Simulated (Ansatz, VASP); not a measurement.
# BAs: VASP beside Ansatz

Aim: how closely do two programs agree when they are given the same cell, functional and k mesh? The cell is taken from a series of runs on this material, whose earlier steps may have relaxed, scaled, displaced or heated it; both programs get it as it stands.

Method: plane waves, with VASP 6.6.1 beside it; relaxation of cell and atoms at LDA, in Ansatz 0.2.0.

## 1. Set-up

The structure is cubic, space group F-43m (No. 216). Conventional cell: a = 4.732 Å, b = 4.732 Å, c = 4.732 Å, α = 90.00°, β = 90.00°, γ = 90.00°. Nearest to B lie 4 As at 2.05 Å. As has 4 B at 2.05 Å nearest. Farther neighbours are not listed.

Coordinates:

```xyz
2
Lattice="0.0000 2.3659 2.3659 2.3659 0.0000 2.3659 2.3659 2.3659 0.0000" Properties=species:S:1:pos:R:3 pbc="T T T"
B     0.0000    0.0000    0.0000
As    1.1830    1.1830    1.1830
```

## 2. VASP: relaxation of cell and atoms, LDA

The relaxed volume is the usual yardstick between codes: in a stiff, nearly cubic crystal its relative difference is about their pressure difference at one cell divided by the bulk modulus.

Lines of VASP's logs that name or quote its potential files are left out, and so is its time.

File INCAR:

```
SYSTEM = BAs
PREC = Accurate
ENCUT = 500
EDIFF = 1E-07
NELM = 120
ISMEAR = 0
SIGMA = 0.01
LREAL = .FALSE.
ALGO = Normal
GGA = PW92
NBANDS = 10
LORBIT = 11
LWAVE = .FALSE.
LCHARG = .FALSE.
ISIF = 3
IBRION = 2
NSW = 80
EDIFFG = -0.005
LASPH = .TRUE.
GGA_COMPAT = .FALSE.
NELMIN = 4
EFERMI = MIDGAP
```

File POSCAR:

```
BAs
1.0
    0.0000000000      2.3659270000      2.3659270000
    2.3659270000      0.0000000000      2.3659270000
    2.3659270000      2.3659270000      0.0000000000
B As
1 1
Direct
    0.0000000000      0.0000000000      0.0000000000
    0.2500000000      0.2500000000      0.2500000000
```

File KPOINTS:

```
Automatic mesh
0
Gamma
12 12 12
0 0 0
```

PAW data sets: B and As (LDA family, release 64).

Launch:

```sh
> mpirun -np 1 vasp_std
```

Numbers of over 12 decimals in the logs are rounded to 6 here.

Log:

```text
[banner, memory and clock lines left out]
running    1 mpi-ranks, on    1 nodes
 distrk:  each k-point on    1 cores,    1 groups
 distr:  one band on    1 cores,    1 groups

 POSCAR found type information on POSCAR B As
 POSCAR found :  2 types and       2 ions
|                                                                             |
|               ----> ADVICE to this user running VASP <----                  |
|                                                                             |
|     You enforced a specific xc type in the INCAR file but a different       |
|     [... a line on the potential file left out ...]
|     I HOPE YOU KNOW WHAT YOU ARE DOING!                                     |
|                                                                             |

 LDA part: xc-table for (Slater(with rela. corr.)+PW92), standard interpolation
 POSCAR, INCAR and KPOINTS ok, starting setup
 FFT: planning ... GRIDC
 FFT: planning ... GRID_SOFT
 FFT: planning ... GRID
 WAVECAR not read
 entering main loop
       N       E                     dE             d eps       ncg     rms          rms(c)
DAV:   1     0.103035660653E+02    0.10304E+02   -0.38130E+03  1440   0.686E+02
DAV:   2    -0.131178456909E+02   -0.23421E+02   -0.22275E+02  1988   0.105E+02
DAV:   3    -0.137107816235E+02   -0.59294E+00   -0.59176E+00  1712   0.171E+01
DAV:   4    -0.137124421519E+02   -0.16605E-02   -0.16604E-02  1750   0.967E-01
DAV:   5    -0.137124447409E+02   -0.25891E-05   -0.25890E-05  1678   0.390E-02    0.522E+00
DAV:   6    -0.130287648571E+02    0.68368E+00   -0.18458E+00  1556   0.597E+00    0.247E+00
DAV:   7    -0.129412027690E+02    0.87562E-01   -0.21886E-01  1728   0.250E+00    0.903E-01
DAV:   8    -0.129276122966E+02    0.13590E-01   -0.25337E-02  1568   0.889E-01    0.104E-01
DAV:   9    -0.129276373610E+02   -0.25064E-04   -0.73369E-04  1660   0.182E-01    0.597E-02
DAV:  10    -0.129276435966E+02   -0.62357E-05   -0.85204E-05  1558   0.555E-02    0.141E-02
DAV:  11    -0.129276450152E+02   -0.14185E-05   -0.16652E-06  1758   0.944E-03    0.131E-02
DAV:  12    -0.129276448534E+02    0.16176E-06   -0.79864E-07  1600   0.397E-03    0.295E-03
DAV:  13    -0.129276448557E+02   -0.22678E-08   -0.29053E-08   910   0.127E-03
   1 F= -.12927645E+02 E0= -.12927645E+02  d E =-.129276E+02
 curvature:   0.00 expect dE= 0.000E+00 dE for cont linesearch  0.000E+00
 trial: gam= 0.00000 g(F)=  0.947E-47 g(S)=  0.142E-02 ort = 0.000E+00 (trialstep = 0.100E+01)
 search vector abs. value=  0.142E-02
 bond charge predicted
       N       E                     dE             d eps       ncg     rms          rms(c)
DAV:   1    -0.129288239743E+02   -0.11791E-02   -0.28626E-02  1586   0.107E+00    0.168E-01
DAV:   2    -0.129280586890E+02    0.76529E-03   -0.12998E-03  1546   0.189E-01    0.845E-02
DAV:   3    -0.129278194032E+02    0.23929E-03   -0.48229E-04  1578   0.104E-01    0.263E-02
DAV:   4    -0.129278034988E+02    0.15904E-04   -0.22710E-05  1708   0.277E-02    0.176E-02
DAV:   5    -0.129278020014E+02    0.14974E-05   -0.19249E-06  1672   0.811E-03    0.819E-03
DAV:   6    -0.129278019457E+02    0.55670E-07   -0.12624E-07  1372   0.203E-03
   2 F= -.12927802E+02 E0= -.12927802E+02  d E =-.157090E-03
 trial-energy change:   -0.000157  1 .order   -0.000160   -0.001423    0.001103
 step:   0.5617(harm=  0.5632)  dis= 0.00000  next Energy=   -12.928044 (dE=-0.399E-03)
 bond charge predicted
       N       E                     dE             d eps       ncg     rms          rms(c)
DAV:   1    -0.129282397835E+02   -0.43778E-03   -0.55089E-03  1594   0.472E-01    0.742E-02
DAV:   2    -0.129280929428E+02    0.14684E-03   -0.24591E-04  1542   0.827E-02    0.374E-02
DAV:   3    -0.129280467051E+02    0.46238E-04   -0.93624E-05  1578   0.459E-02    0.118E-02
DAV:   4    -0.129280437309E+02    0.29743E-05   -0.42453E-06  1702   0.120E-02    0.790E-03
DAV:   5    -0.129280434326E+02    0.29828E-06   -0.38157E-07  1606   0.361E-03    0.365E-03
DAV:   6    -0.129280434218E+02    0.10807E-07   -0.23921E-08   800   0.899E-04
   3 F= -.12928043E+02 E0= -.12928043E+02  d E =-.398566E-03
 curvature:  -0.28 expect dE=-0.319E-09 dE for cont linesearch -0.319E-09
 trial: gam= 0.00000 g(F)=  0.219E-47 g(S)=  0.113E-08 ort =-0.127E-05 (trialstep = 0.912E+00)
 search vector abs. value=  0.123E-08
 reached required accuracy - stopping structural energy minimisation
```

OUTCAR, selected parts (step 2):

```text
ion  position               nearest neighbor table
   1  0.000  0.000  0.000-   2 2.05   2 2.05   2 2.05   2 2.05
   2  0.250  0.250  0.250-   1 2.05   1 2.05   1 2.05   1 2.05

  LATTYP: Found a face centered cubic cell.
 ALAT       =     4.7318540000

 Subroutine GETGRP returns: Found 24 space group operations
 (whereof 24 operations were pure point group operations)

The static configuration has the point symmetry T_d .

 Found     72 irreducible k-points:

   k-points           NKPTS =     72   k-points in BZ     NKDIM =     72   number of bands    NBANDS=     10

   dimension x,y,z NGX =    24 NGY =   24 NGZ =   24
   dimension x,y,z NGXF=    48 NGYF=   48 NGZF=   48

   ENCUT  =  500.0 eV  36.75 Ry    6.06 a.u.   6.10  6.10  6.10*2*pi/ulx,y,z

   NELECT =       8.0000    total number of electrons

 k-points in reciprocal lattice and weights: Automatic mesh
   0.00000000  0.00000000  0.00000000       0.001
   0.08333333  0.00000000  0.00000000       0.005
   0.16666667  0.00000000  0.00000000       0.005
   0.25000000  0.00000000  0.00000000       0.005
   0.33333333  0.00000000  0.00000000       0.005
   0.41666667  0.00000000  0.00000000       0.005
   0.50000000  0.00000000  0.00000000       0.002
   0.08333333  0.08333333  0.00000000       0.003
   0.16666667  0.08333333  0.00000000       0.014
[...]
-0.33333333  0.50000000  0.16666667       0.007
  -0.25000000  0.50000000  0.25000000       0.003

 average (electrostatic) potential at core
       1 -31.6614       2 -51.7662

 E-fermi :   6.9735

 k-point     1 :       0.0000    0.0000    0.0000
  band No.  band energies     occupation
      1      -9.1658      2.00000
      2       6.4180      2.00000
      3       6.4180      2.00000
      4       6.4180      2.00000
      5       9.6990      0.00000
      6       9.6990      0.00000
      7       9.6990      0.00000
      8      11.4029      0.00000
      9      15.8942      0.00000
    ...

 k-point     2 :       0.0833    0.0000    0.0000
  band No.  band energies     occupation
      1      -9.0496      2.00000
      2       5.3762      2.00000
      3       6.1936      2.00000
      4       6.1936      2.00000
      5       9.8751      0.00000
      6       9.9929      0.00000
      7       9.9929      0.00000
      8      11.9840      0.00000
      9      16.3658      0.00000
    ...

 k-point     3 :       0.1667    0.0000    0.0000
  band No.  band energies     occupation
      1      -8.7048      2.00000
      2       3.4358      2.00000
      3       5.7207      2.00000
      4       5.7207      2.00000
      5       9.7980      0.00000
      6      10.6009      0.00000
      7      10.6009      0.00000
      8      13.2328      0.00000
      9      17.3472      0.00000
    ...

  Total       -0.0001251     -0.0001251     -0.0001251     -0.0000000      0.0000000     -0.0000000
  in kB       -0.0075244     -0.0075244     -0.0075244     -0.0000000      0.0000000     -0.0000000
  external PRESSURE =      -0.0075244 kB  Pullay stress =       0.0000000 kB

  energy-cutoff  :      500.00
  volume of cell :       26.64
      direct lattice vectors                 reciprocal lattice vectors
    -0.000000000  2.370421732  2.370421732    -0.210932929  0.210932929  0.210932929
     2.370421732  0.000000000  2.370421732     0.210932929 -0.210932929  0.210932929
     2.370421732  2.370421732 -0.000000000     0.210932929  0.210932929 -0.210932929

 POSITION                                       TOTAL-FORCE (eV/Angst)
 -----------------------------------------------------------------------------------
      0.00000      0.00000      0.00000        -0.000000     -0.000000      0.000000
      1.18521      1.18521      1.18521         0.000000      0.000000     -0.000000
 -----------------------------------------------------------------------------------
    total drift:                                0.000000      0.000000      0.000000

  FREE ENERGIE OF THE ION-ELECTRON SYSTEM (eV)
  ---------------------------------------------------
  free  energy   TOTEN  =       -12.9280434218 eV

  energy  without entropy=      -12.9280434218  energy(sigma->0) =      -12.92804342

 reached required accuracy - stopping structural energy minimisation

 total charge
# of ion       s       p       d       tot
------------------------------------------
    1        0.654   1.206   0.000   1.860
    2        1.178   1.693   0.091   2.963
--------------------------------------------------
tot          1.832   2.899   0.091   4.823

[... 3 further parts left out ...]
```

CONTCAR:

```
BAs
   1.00000000000000
    -0.0000000000000000    2.3704217324787136    2.3704217324787136
     2.3704217324787136    0.0000000000000000    2.3704217324787136
     2.3704217324787136    2.3704217324787136   -0.0000000000000000
  B               As
     1     1
Direct
     0.0000000000000000    0.0000000000000000    0.0000000000000000
     0.2500000000000000    0.2500000000000000    0.2500000000000000
```

The run keeps the 24 symmetry operations of its start, so it cannot find a distortion of lower symmetry.

## 3. Ansatz: relaxation of cell and atoms, LDA

Ansatz runs on its default PAW (the set named soft_2) files.

The same cell, functional (in two slightly different forms) and mesh now go to Ansatz, which takes its cutoff from its data sets.

File input.yaml:

```yaml
crystal:
  lattice:
    - [0.0, 2.3659270529, 2.3659270529]
    - [2.3659270529, 0.0, 2.3659270529]
    - [2.3659270529, 2.3659270529, 0.0]
  atoms:
    - { symbol: B, position: [0.0, 0.0, 0.0] }
    - { symbol: As, position: [0.25, 0.25, 0.25] }
kpoints:
  mp_grid: { grid: [12, 12, 12] }
hamiltonian:
  xc: lda
scf:
  occupations: { method: fixed }
output:
  forces: true
  stress: true
  eigenvalues: true
relax:
  adjacent_minimum: "off"
  f_tol: 0.001
  max_steps: 60
  cell: { stress_tol: 0.01 }
```

Launch:

```sh
> ansatz run input.yaml --threads 8 --pin off --max-ram 16384MiB --backend cpu --events-out ev --progress --plain --runs-dir out
```

Log:

```text
Engine: ansatz 0.2.0, aarch64-unknown-linux-gnu
Pseudopotentials: kind: paw
Pseudopotential: B, paw, valence charge 3, recommended cutoff 420 eV (normal), B.paw.azcp
Pseudopotential: As, paw, valence charge 15, recommended cutoff 420 eV (normal), As.paw.azcp
Functional definition: SPW92
  exchange = slater_x
  correlation = pw_c
Crystal: 2 atoms, lattice volume = 26.487 Å³
Basis set: ecut = 420 eV, 531 PW (Γ)
Bands: 13, of which v1, the nominal top of the filled ones, is band 9 counted from 1 (8 counted from 0)
Symmetry: 24 space group operations
Space group: F-43m (ITA 216), of the structure as read, at distance tolerance 3.0e-5 Å
k-points: 72 of 1728 (time reversal used)
Non-local potential: B, projectors of the file, l = 0: 2, l = 1: 2, l = 2: 1
Non-local potential: As, projectors of the file, l = 0: 2, l = 1: 2, l = 2: 3, l = 3: 1
PAW form: soft (Blöchl's): semilocal exchange-correlation on the pseudo side does not see the compensation charge
PAW frozen core: B, regenerated for the run's functional, and the local potential with it (the file was generated under x = pbe(κ = 0.804, μ = 0.219515), c = pbe(β = 0.066725))
PAW frozen core: As, regenerated for the run's functional, and the local potential with it (the file was generated under x = pbe(κ = 0.804, μ = 0.219515), c = pbe(β = 0.066725))
PAW one-centre angular grid: B, 110 points (default); XC on 64 Gauss nodes
PAW one-centre angular grid: As, 590 points (default); XC on 64 Gauss nodes
Initial density: superposition of atomic densities (neutral atoms: chi_scale 0, normalization atom), corrected by the library's trained network
Initial wavefunctions: pseudopotential atomic-orbital guess
Functional: x = slater, c = lda
SCF iter   1: F=—  HF=-4923.533846 eV  |F-HF|=—  |Δ(HF+E_count)|=         —  Δρ=7.26e-3  dr2=1.38e-2  ethr=1.77e-3  ⟨swp⟩=4.3  Hψ=4702  notcnv=0  defer=102
preconditioner: auto → none  [insulator: Δε(μ)=1.104 eV  Ē_g=12.578 eV  n_scr=8 (ndim 8)  ℏωp=20.4 eV  f_vac=0.000  ε∞_Penn≈3.6]
SCF iter   2: F=—  HF=-4923.529403 eV  |F-HF|=—  |Δ(HF+E_count)|=   4.44e-3  Δρ=2.18e-3  dr2=6.88e-4  ethr=7.66e-5  ⟨swp⟩=2.0  Hψ=1704  notcnv=0  defer=135
SCF iter   3: F=—  HF=-4923.529077 eV  |F-HF|=—  |Δ(HF+E_count)|=   3.26e-4  Δρ=1.06e-3  dr2=1.24e-4  ethr=3.82e-6  ⟨swp⟩=2.0  Hψ=1737  notcnv=0  defer=135
SCF iter   4: F=—  HF=-4923.529053 eV  |F-HF|=—  |Δ(HF+E_count)|=   2.40e-5  Δρ=4.03e-4  dr2=1.65e-5  ethr=6.92e-7  ⟨swp⟩=1.0  Hψ=936  notcnv=0  defer=31
SCF iter   5: F=—  HF=-4923.529049 eV  |F-HF|=—  |Δ(HF+E_count)|=   4.50e-6  Δρ=7.41e-5  dr2=5.71e-7  ethr=9.16e-8  ⟨swp⟩=2.2  Hψ=1490  notcnv=0
SCF iter   6: F=-4923.529049 eV  HF=-4923.529049 eV  |F-HF|=1.69e-10  |Δ(HF+E_count)|=   4.77e-8  Δρ=6.99e-6  dr2=4.43e-9  ethr=5.56e-10  ⟨swp⟩=5.6  Hψ=4129  notcnv=0
SCF 1 converged in 6 iterations: F = -4923.529049 eV  dr2 = 4.43e-9
  greatest PAW one-centre occupation: 0.999 electrons in one spin orbital (limit 2), on the As atom at site 1 (counted from 0), in its partial waves of l = 2
relax step   1: F+E_penalty+E_count = -4923.52904856 eV  Δ(F+E_penalty+E_count) = +0.000e0 eV  max|allowed force component| = 3.114e-16 eV/Å  Δτ_max = 0.0000 Å  P = +0.030 GPa  Ω = 26.487 Å³  (6 SCF iters, dr2 threshold 1.00e-7 eV, accepted)
[...]
relax step   2: F+E_penalty+E_count = -4923.52904615 eV  Δ(F+E_penalty+E_count) = +2.411e-6 eV  max|allowed force component| = 5.378e-17 eV/Å  Δτ_max = 0.0000 Å  P = +0.009 GPa  Ω = 26.491 Å³  energy of the carried Pulay correction = -2.879e-6 eV  (3 SCF iters, dr2 threshold 2.28e-9 eV, accepted)
[...]
relax step   3: F+E_penalty+E_count = -4923.52904615 eV  Δ(F+E_penalty+E_count) = -1.810e-10 eV  max|allowed force component| = 8.731e-17 eV/Å  Δτ_max = 0.0000 Å  P = +0.009 GPa  Ω = 26.491 Å³  stress off target by 8.84e-3 GPa  SCF on the basis re-selected at this cell (its energy is not comparable with the rows above)  (5 SCF iters)
basis re-selected at this cell: Δ(F+E_penalty+E_count) = -1.810e-10 eV, ΔP = +0.000 GPa vs the last step (what re-selecting the basis moved, of the pressure what is left beyond the Pulay correction that the steps carried, after the strain that the cell walked since its last selection, with what the two solves' SCF thresholds leave and, on support functions, any second-order correction that the steps lacked; it is no  [...]
SCF converged after 5 iterations
Free energy (F): -4923.529046 eV
Harris-Foulkes:  -4923.529046 eV  (|F-HF|=0.00e0)
Internal energy: -4923.529046 eV  (E = F + TS)
E sigma→0 (E₀):  -4923.529046 eV
Fermi energy:    11.296519 eV
--- Per-component energies (eV) ---
  E_band       = -209.371542
  E_kinetic    = 153.871104
  E_local      = -1678.096549  (includes V_loc(G=0)·N_el)
  E_nonlocal   = -651.910755
  E_hartree    = 932.047271
  E_xc         = -111.542389
  E_vxc        = -118.513343  (∫ρ·V_xc dr)
  E_paw        = -1827.862925  (= ΣΔE_a)
  E_vpaw       = 221.183448  (= ΣTr[D̂ρ^β])
  E_aug_tail   = 0.000006  (compensation charges beyond the density's cutoff)
  E_ewald      = -1742.155873
  E_core_change = 2.121064  (= ΣΔE_core)
  E_smearing   = -0.000000  (= −TS)
  E_closure    = 0.000000  (closes the sum)
  Σ components = -4923.529046   (vs F -4923.529046, Δ=0.00e0)
--- Forces (eV/Å), atoms counted from 1 ---
  atom   1  B      0.00000000     0.00000000    -0.00000000
  atom   2  As    -0.00000000    -0.00000000    -0.00000000
  max |Σ_I F_I| component: 1.72e-16 eV/Å
--- Stress (GPa, compression-positive) ---
        0.008838      -0.000000      -0.000000
       -0.000000       0.008838       0.000000
       -0.000000       0.000000       0.008838
  P = ⅓ Tr σ = 0.0088 GPa (0.088 kbar)
--- Band table (eV; the first three rows and the last of 72) ---
  k-point 0: bands = [... 5 lower, -4.3543, 11.2965, 11.2965, 11.2965, 14.5865, 14.5865, 14.5865, 16.3074]
  k-point 1: bands = [... 5 lower, -4.2376, 10.2505, 11.0710, 11.0710, 14.7642, 14.8824, 14.8824, 16.8927]
  k-point 2: bands = [... 5 lower, -3.8911, 8.3032, 10.5961, 10.5961, 14.6889, 15.4944, 15.4944, 18.1481]
  k-point 71: bands = [... 5 lower, 0.0820, 3.2444, 5.6263, 5.9298, 16.5058, 17.3090, 18.0691, 18.5256]
--- Relaxed structure (2 steps of the walk, 2 accepted, 1 SCFs on fresh bases) ---
  F+E_penalty+E_count = -4923.52904615 eV   max|allowed force component| = 8.731e-17 eV/Å   (the final SCF, on the basis selected at the relaxed cell)
  cell:  # Å, volume = 26.4909 Å³
    - [0, 2.366042, 2.366042]
    - [2.366042, 0, 2.366042]
    - [2.366042, 2.366042, 0]
  atoms:
    - { symbol: B, position: [0, 0, 0] }
    - { symbol: As, position: [0.25, 0.25, 0.25] }
```

## 4. Comparison

Known differences besides the potentials themselves: fixed occupations in Ansatz, narrow Gaussian smearing in VASP; the data sets hold 18 valence electrons in Ansatz (on its default PAW (the set named soft_2) files) and 8 in VASP; the cutoff is 420 eV in Ansatz and 500 eV in VASP; VASP's log shows a relativistic correction to its local exchange, Ansatz's none; Ansatz adds a Pulay correction to the stress that steers its cell, VASP none. Total energies have different zeros and are not compared.

The two programs side by side:

| quantity | Ansatz | VASP | difference |
| --- | --- | --- | --- |
| volume (Å³) | 26.49 | 26.64 | -0.55 % |
| edge a after relaxation, in the typed setting (Å) | 3.346 | 3.352 | -0.18 % |

## 5. Summary of results

```yaml
difference_in_volume_relaxation_of_cell_and_atoms_lda: -0.55 %
```

In words: The difference in volume is -0.55 % (relaxation of cell and atoms, LDA), within the 1.2 % picked in this series as the mark of a large difference, as far as the stopping tolerances let one tell. The data sets hold unlike numbers of valence electrons (18 in Ansatz and 8 in VASP), so part of the differences comes from the potentials. Such differences can come from data sets, numerical settings and the points named under the comparisons, not from the functional's error against experiment.

[Lines on the potential files, build, host, timing and source positions are cut from VASP's logs without a mark.]

[Logs are printed without paths, hosts, clocks, repeated set-up lines and the standing remarks that a program may print on its own settings, such as how far it seeks lower states.]

[Hosts, paths, dates, database ids (printed as entryN), source tags and the programs' standing remarks are cut or masked in the printed files.]
